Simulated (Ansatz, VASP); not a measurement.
## CsCu6: VASP beside Ansatz

INCAR

```
SYSTEM = CsCu6
PREC = Accurate
ENCUT = 600
EDIFF = 1E-7
ISMEAR = 0
SIGMA = 0.1
LREAL = .False.
LASPH = .True.
NELM = 100
ALGO = Normal
ISIF = 3
LWAVE = .False.
LCHARG = .False.
GGA = PE
IBRION = 2
NSW = 90
EDIFFG = -0.04
```

Contents of KPOINTS:

```
regular mesh
0
Gamma
  4 4 4
  0 0 0
```

POSCAR

```
CsCu6
1.0
    5.0852145200      0.0000000000      0.0000000000
    0.0000000000      5.0852145200      0.0000000000
    0.0000000000      0.0000000000      5.0852145200
Cs Cu
1 6
Direct
    0.0000000000      0.0000000000      0.0000000000
    0.2070000000      0.5000000000      0.5000000000
    0.5000000000      0.2070000000      0.5000000000
    0.7930000000      0.5000000000      0.5000000000
    0.5000000000      0.7930000000      0.5000000000
    0.5000000000      0.5000000000      0.2070000000
    0.5000000000      0.5000000000      0.7930000000
```

Input for Ansatz:

```yaml
crystal:
  lattice:
    - [5.08521452, 0.0, 0.0]
    - [0.0, 5.08521452, 0.0]
    - [0.0, 0.0, 5.08521452]
  atoms:
    - { symbol: Cs, position: [0.0, 0.0, 0.0] }
    - { symbol: Cu, position: [0.207, 0.5, 0.5] }
    - { symbol: Cu, position: [0.5, 0.207, 0.5] }
    - { symbol: Cu, position: [0.793, 0.5, 0.5] }
    - { symbol: Cu, position: [0.5, 0.793, 0.5] }
    - { symbol: Cu, position: [0.5, 0.5, 0.207] }
    - { symbol: Cu, position: [0.5, 0.5, 0.793] }
basis:
  ecutwfc: 420
kpoints:
  mp_grid: { grid: [4, 4, 4] }
hamiltonian:
  xc: pbe
scf:
  occupations: { method: gaussian, width: 0.1 }
  lower_state_search: "off"
output:
  forces: true
  stress: true
  eigenvalues: true
relax:
  adjacent_minimum: "off"
  f_tol: 0.04
  max_steps: 70
  cell: { stress_tol: 0.4 }
```

Change from the starting cell: species swapped into the YbB6 type (Pm-3m, No. 221).

Alike in both runs: task relaxation of cell and atoms; functional PBE; k mesh 4 × 4 × 4; occupations gaussian, width 0.1 eV; no spin polarisation.

|  | VASP | Ansatz |
| --- | --- | --- |
| version | VASP 6.6.1 | Ansatz 0.2.0 |
| potentials or method | VASP PAW PBE potentials, release 64 (Cs_sv, Cu) | scalar-relativistic, plane waves, PAW |
| plane-wave cutoff (eV) | 600 | 420 |
| valence electrons in the cell | 75 | 123 |

Ansatz gave:

- gap on the k mesh at the Fermi level, each at its own relaxed structure (eV): none
- relaxed volume (Å³/atom): 27.23
- relaxed cell length with the largest relative difference (Å): 5.755
- energy change over the relaxation (meV/atom): -694

Q: What did VASP give for the same quantities?

A: gap on the k mesh at the Fermi level, each at its own relaxed structure (eV): none; relaxed volume (Å³/atom): 27.22; relaxed cell length with the largest relative difference (Å): 5.755; energy change over the relaxation (meV/atom): -707.

A gap of «none» marks a metal or a gap that the smearing closes. The two sets of potentials don't hold the same shells in valence.

Caveats: the volume moved by over 15 % at a fixed basis, so the end points are rough (VASP). The runs have no spin-orbit coupling, so splittings on Cs are missing.
